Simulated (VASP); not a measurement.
# BaTiO3 (P4mm) in VASP: Born charges and dielectric tensor with LDA

Aim: the Born charges and dielectric tensor of BaTiO3 with LDA.

Everything below comes from runs of VASP 6.6.1. Logs are shortened: lines on timing, memory, paths and dates and some standing lists are left out, and cuts for length are marked.

### 1 Starting point

It takes space group P4mm (No. 99, tetragonal). Conventional cell: a = 3.967 Å, b = 3.967 Å, c = 4.066 Å, α = 90.00°, β = 90.00°, γ = 90.00°. Ba (site symmetry 4mm) is surrounded by 12 O at 2.79 to 2.89 Å. Ti (site symmetry 4mm) has 5 O at 1.84 to 1.99 Å as nearest neighbours. O (site symmetry 2mm) has 2 Ti at 1.99 Å as nearest neighbours. O (site symmetry 4mm) is surrounded by 1 Ti at 1.84 Å.

The cell is a database's computed one.

### 2 Born charges and dielectric tensor, LDA

INCAR

```
SYSTEM = BaTiO3
ALGO = Normal
EDIFF = 1E-8
ENCUT = 600
GGA = CA
IBRION = 8
ISIF = 2
ISMEAR = 0
LASPH = .TRUE.
LCHARG = .FALSE.
LEPSILON = .TRUE.
LREAL = .FALSE.
LWAVE = .FALSE.
NELM = 100
NSW = 1
PREC = Accurate
SIGMA = 0.02
```

KPOINTS

```
k-points
0
G
  8 8 8
  0 0 0
```

POSCAR

```
BaTiO3
1.0
    3.9665800000      0.0000000000      0.0000000000
    0.0000000000      3.9665800000      0.0000000000
    0.0000000000      0.0000000000      4.0656500000
Ba Ti O
1 1 3
Direct
    0.5000000000      0.5000000000      0.5821900000
    0.0000000000      0.0000000000      0.0986100000
    0.0000000000      0.5000000000      0.0638500000
    0.5000000000      0.0000000000      0.0638500000
    0.0000000000      1.0000000000      0.5515000000
```

Potentials or basis: VASP PAW LDA potentials, release 64 (Ba_sv, Ti_sv, O).

On the command line:

```console
$ cat potpaw_LDA.64/Ba_sv/POTCAR potpaw_LDA.64/Ti_sv/POTCAR potpaw_LDA.64/O/POTCAR > POTCAR
$ mpirun -np 1 vasp_std > vasp.out
```

OUTCAR:

```text
SYSTEM = BaTiO3
   EDIFF = 1E-8
   ENCUT = 600
   GGA = CA
   IBRION = 8
   ISIF = 2
   ISMEAR = 0
   LASPH = .TRUE.
   LEPSILON = .TRUE.
   LREAL = .FALSE.
   NELM = 100
   NSW = 1
   PREC = Accurate

 ion  position               nearest neighbor table
   1  0.500  0.500  0.582-   3 2.79   4 2.79   4 2.79   3 2.79   5 2.81   5 2.81   5 2.81   5 2.81
                             3 2.89   4 2.89   3 2.89   4 2.89   2 3.43   2 3.43   2 3.43   2 3.43
   2  0.000  0.000  0.099-   5 1.84   4 1.99   3 1.99   3 1.99   4 1.99   5 2.22   1 3.43   1 3.43
                             1 3.43   1 3.43   1 3.50   1 3.50   1 3.50   1 3.50
   3  0.000  0.500  0.064-   2 1.99   2 1.99   1 2.79   1 2.79   1 2.89   1 2.89
   4  0.500  0.000  0.064-   2 1.99   2 1.99   1 2.79   1 2.79   1 2.89   1 2.89
   5  0.000  0.000  0.551-   2 1.84   2 2.22   1 2.81   1 2.81   1 2.81   1 2.81

  LATTYP: Found a simple tetragonal cell.
 ALAT       =     3.9665800000
 C/A-ratio  =     1.0249761760

  Lattice vectors:

 A1 = (   3.9665800000,   0.0000000000,   0.0000000000)
 A2 = (   0.0000000000,   3.9665800000,   0.0000000000)
 A3 = (   0.0000000000,   0.0000000000,   4.0656500000)

Analysis of symmetry for initial positions (statically):
=====================================================================
 Subroutine PRICEL returns:
 Original cell was already a primitive cell.

 Routine SETGRP: Setting up the symmetry group for a
 simple tetragonal supercell.

 Subroutine GETGRP returns: Found  8 space group operations
 (whereof  8 operations were pure point group operations)
 out of a pool of 16 trial point group operations.

The static configuration has the point symmetry C_4v.

Analysis of symmetry for dynamics (positions and initial velocities):
=====================================================================
 Subroutine PRICEL returns:
 Original cell was already a primitive cell.

 Routine SETGRP: Setting up the symmetry group for a
 simple tetragonal supercell.

 Subroutine GETGRP returns: Found  8 space group operations
 (whereof  8 operations were pure point group operations)
 out of a pool of 16 trial point group operations.

The dynamic configuration has the point symmetry C_4v.

 Subroutine INISYM returns: Found  8 space group operations
 (whereof  8 operations are pure point group operations),
 and found     1 'primitive' translations

----------------------------------------------------------------------------------------

                                     Primitive cell

  volume of cell :      63.9679

  direct lattice vectors                    reciprocal lattice vectors
     3.966580000  0.000000000  0.000000000     0.252106349  0.000000000  0.000000000
     0.000000000  3.966580000  0.000000000     0.000000000  0.252106349  0.000000000
     0.000000000  0.000000000  4.065650000     0.000000000  0.000000000  0.245963130

  length of vectors
     3.966580000  3.966580000  4.065650000     0.252106349  0.252106349  0.245963130

  position of ions in fractional coordinates (direct lattice)
     0.500000000  0.500000000  0.582190000
[... 876 lines left out ...]
    -3.32363  0.00000  0.00000
     0.00000 -3.32363 -0.00000
     0.00000 -0.00000-23.74544

 MACROSCOPIC STATIC DIELECTRIC TENSOR (including local field effects in DFT)
 ------------------------------------------------------
           6.502780     0.000000     0.000000
           0.000000     6.502780    -0.000000
           0.000000     0.000000     5.707858
 ------------------------------------------------------

 PIEZOELECTRIC TENSOR (including local field effects)  for field in x, y, z        (e  Angst)
          XX          YY          ZZ          XY          YZ          ZX
  --------------------------------------------------------------------------------
  x     0.00000     0.00000     0.00000     0.00000     0.00000     0.34443
  y     0.00000     0.00000     0.00000     0.00000     0.34443     0.00000
  z     0.73359     0.73359     0.35964     0.00000     0.00000     0.00000

 PIEZOELECTRIC TENSOR (including local field effects)  for field in x, y, z        (C/m^2)
          XX          YY          ZZ          XY          YZ          ZX
  --------------------------------------------------------------------------------
  x     0.00000     0.00000     0.00000     0.00000     0.00000     0.08627
  y     0.00000     0.00000     0.00000     0.00000     0.08627     0.00000
  z     0.18374     0.18374     0.09008     0.00000     0.00000     0.00000

 BORN EFFECTIVE CHARGES (including local field effects) (in |e|, cummulative output)
 ---------------------------------------------------------------------------------
 ion    1
    1     2.71680     0.00000    -0.00000
    2     0.00000     2.71680    -0.00000
    3     0.00000     0.00000     2.82738
 ion    2
    1     7.07924     0.00000     0.00000
    2     0.00000     7.07924     0.00000
    3     0.00000     0.00000     5.65722
 ion    3
    1    -2.14045     0.00000     0.00000
    2     0.00000    -5.64202     0.00000
    3     0.00000     0.00000    -1.93820
 ion    4
    1    -5.64202     0.00000     0.00000
    2     0.00000    -2.14045     0.00000
    3     0.00000     0.00000    -1.93820
 ion    5
    1    -2.01357     0.00000     0.00000
    2     0.00000    -2.01357     0.00000
    3     0.00000     0.00000    -4.60820

 INTERNAL STRAIN TENSOR FOR ION    5 for displacements in x,y,z  (eV/Angst):
          X           Y           Z          XY          YZ          ZX
  --------------------------------------------------------------------------------
  x     0.00000     0.00000     0.00000     0.00000     0.00000    -1.84376
  y     0.00000     0.00000     0.00000     0.00000    -1.91247     0.00000
  z    -3.32363    -3.32363   -23.74544     0.00000     0.00000     0.00000

 SECOND DERIVATIVES (NOT SYMMETRIZED)
 ------------------------------------
               1X          1Y          1Z          2X          2Y          2Z          3X          3Y          3Z          4X          4Y          4Z          5X          5Y          5Z
  1X    -6.290511    0.000000    0.000000    3.375054    0.000000    0.000000    0.652595    0.000000    0.000000    1.263991    0.000000    0.000000    0.998871    0.000000    0.000000
  1Y     0.000000   -6.290511    0.000000    0.000000    3.375054    0.000000    0.000000    1.263991    0.000000    0.000000    0.652595    0.000000    0.000000    0.998871    0.000000
  1Z     0.000000   -0.000000   -5.936533    0.000000   -0.000000    3.917697    0.000000   -0.000000    0.529930    0.000000    0.000000    0.529930    0.000000    0.000000    0.958976
  2X     3.353813    0.000000    0.000000   -1.173311    0.000000    0.000000    0.574424    0.000000    0.000000   -3.798630    0.000000    0.000000    1.043704    0.000000    0.000000
  2Y     0.000000    3.353813    0.000000    0.000000   -1.173311    0.000000    0.000000   -3.798630    0.000000    0.000000    0.574424    0.000000    0.000000    1.043704    0.000000
  2Z     0.000000    0.000000    3.927447    0.000000    0.000000  -11.977777    0.000000    0.000000    1.995229    0.000000    0.000000    1.995229    0.000000    0.000000    4.059872
  3X     0.644764    0.000000    0.000000    0.581035    0.000000    0.000000   -5.435080    0.000000    0.000000    4.684823    0.000000    0.000000   -0.475543    0.000000    0.000000
  3Y     0.000000    1.267992    0.000000    0.000000   -3.820741    0.000000    0.000000   -6.119600    0.000000    0.000000    4.673181    0.000000    0.000000    3.999167    0.000000
  3Z     0.000000    0.000000    0.527908    0.000000    0.000000    2.001150    0.000000    0.000000   -5.599406    0.000000    0.000000   -0.657175    0.000000    0.000000    3.727522
  4X     1.267992    0.000000    0.000000   -3.820741    0.000000    0.000000    4.673181    0.000000    0.000000   -6.119600    0.000000    0.000000    3.999167    0.000000    0.000000
  4Y     0.000000    0.644764    0.000000    0.000000    0.581035    0.000000    0.000000    4.684823    0.000000    0.000000   -5.435080    0.000000    0.000000   -0.475543    0.000000
  4Z     0.000000    0.000000    0.527908    0.000000    0.000000    2.001150    0.000000    0.000000   -0.657175    0.000000    0.000000   -5.599406    0.000000    0.000000    3.727522
  5X     0.984837    0.000000    0.000000    1.073345    0.000000    0.000000   -0.482744    0.000000    0.000000    3.999738    0.000000    0.000000   -5.575176    0.000000    0.000000
  5Y     0.000000    0.984837    0.000000    0.000000    1.073345    0.000000    0.000000    3.999738    0.000000    0.000000   -0.482744    0.000000    0.000000   -5.575176    0.000000
  5Z     0.000000    0.000000    0.946212    0.000000    0.000000    4.089999    0.000000    0.000000    3.698595    0.000000    0.000000    3.698595    0.000000    0.000000  -12.433401

 Eigenvectors and eigenvalues of the dynamical matrix
 ----------------------------------------------------

   1 f  =   15.424446 THz    96.914651 2PiTHz  514.504127 cm-1    63.790353 meV
             X         Y         Z           dx          dy          dz
      1.983290  1.983290  2.366981    -0.000000    0.000000   -0.005220
      0.000000  0.000000  0.400914    -0.000000    0.000000   -0.110805
      0.000000  1.983290  0.259592     0.000000    0.000000   -0.334437
      1.983290  0.000000  0.259592    -0.000000   -0.000000   -0.334437
      0.000000  0.000000  2.242206     0.000000   -0.000000    0.874070
[... 105 lines left out ...]
  15 f/i=    4.120908 THz    25.892427 2PiTHz  137.458685 cm-1    17.042697 meV
             X         Y         Z           dx          dy          dz
      1.983290  1.983290  2.366981    -0.013892   -0.004555   -0.000000
      0.000000  0.000000  0.400914    -0.642321   -0.210623   -0.000000
      0.000000  1.983290  0.259592     0.345848    0.182261    0.000000
      1.983290  0.000000  0.259592     0.555825    0.113407    0.000000
      0.000000  0.000000  2.242206     0.248178    0.081380   -0.000000

--------------------------------------------------------------------------------------------------------

 MACROSCOPIC STATIC DIELECTRIC TENSOR IONIC CONTRIBUTION
 ------------------------------------------------------
           0.616500     0.000000     0.000000
           0.000000     0.616500    -0.000000
           0.000000    -0.000000    20.902911
 ------------------------------------------------------

 ELASTIC MODULI CONTR FROM IONIC RELAXATION (kBar)
 Direction    XX          YY          ZZ          XY          YZ          ZX
 --------------------------------------------------------------------------------
 XX         -70.1538     25.5388   -166.6445      0.0000      0.0000     -0.0000
 YY          25.5388    -70.1538   -166.6445      0.0000     -0.0000      0.0000
 ZZ        -166.6445   -166.6445  -1755.2898      0.0000      0.0000     -0.0000
 XY           0.0000      0.0000      0.0000      0.0000      0.0000      0.0000
 YZ           0.0000     -0.0000      0.0000      0.0000    -15.9431     -0.0000
 ZX          -0.0000      0.0000     -0.0000      0.0000     -0.0000    -10.5277
 --------------------------------------------------------------------------------

 PIEZOELECTRIC TENSOR IONIC CONTR  for field in x, y, z        (C/m^2)
          XX          YY          ZZ          XY          YZ          ZX
  --------------------------------------------------------------------------------
  x     0.00000    -0.00000     0.00000     0.00000     0.00000     0.02381
  y     0.00000    -0.00000    -0.00000     0.00000     0.01863    -0.00000
  z     0.35010     0.35010     4.88834     0.00000    -0.00000     0.00000
```

Run time: 80 min. Hardware: 1 thread of Intel Xeon Platinum 8559C (Emerald Rapids), shared host; peak memory 1 GiB.

Results:

- Band gap on the k mesh: 1.72 eV, indirect (least direct gap 2.15 eV)
- Electronic dielectric tensor (diagonal): 6.50, 6.50, 5.71
- Born charges (mean of the diagonal): Ba +2.75; Ti +6.61; O -3.24, -2.88 e
- Highest phonon frequency at Γ, LO-TO splitting left out: 515 cm⁻¹
- Most unstable mode: 137i cm⁻¹

Levels at points of the mesh, in eV from the valence-band top:
```
           k point  band 16  band 17  band 18  band 19  band 20  band 21  band 22  band 23  band 24
(0.00, 0.00, 0.00)    -1.47    -1.27    -0.53    -0.43    -0.43     1.72     2.12     2.12     4.15
(0.50, 0.00, 0.00)    -2.06    -1.97    -1.77    -1.23    -1.04     2.25     3.53     3.60     4.18
(0.50, 0.50, 0.00)    -2.97    -1.88    -1.04    -1.04    -0.08     3.62     3.62     3.99     4.59
(0.00, 0.00, 0.50)    -2.07    -2.07    -2.06    -0.73    -0.73     1.88     3.53     3.53     4.15
(0.50, 0.00, 0.50)    -2.80    -1.79    -1.01    -0.98    -0.33     3.55     3.56     3.89     4.99
(0.50, 0.50, 0.50)    -2.52    -2.52    -0.24    -0.24     0.00     4.17     4.17     4.22     6.34
```

Phonon frequencies in cm⁻¹ (negative: imaginary):
```csv
q point,frequencies
"(0.000, 0.000, 0.000)",-137 -137 0 0 0 167 173 173 290 293 293 324 462 462 515
```

Electronic dielectric tensor:
```
6.50 0.00 0.00
0.00 6.50 0.00
0.00 0.00 5.71
```

Born effective charge tensors (e):
atom 1, Ba
```
2.72 0.00 0.00
0.00 2.72 0.00
0.00 0.00 2.83
```
atom 2, Ti
```
7.08 0.00 0.00
0.00 7.08 0.00
0.00 0.00 5.66
```
atom 3, O
```
-2.14  0.00  0.00
 0.00 -5.64  0.00
 0.00  0.00 -1.94
```
atom 4, O
```
-5.64  0.00  0.00
 0.00 -2.14  0.00
 0.00  0.00 -1.94
```
atom 5, O
```
-2.01  0.00  0.00
 0.00 -2.01  0.00
 0.00  0.00 -4.61
```

Caveat: some modes are imaginary; spin-orbit coupling is left out, which moves the levels of the heavy elements.
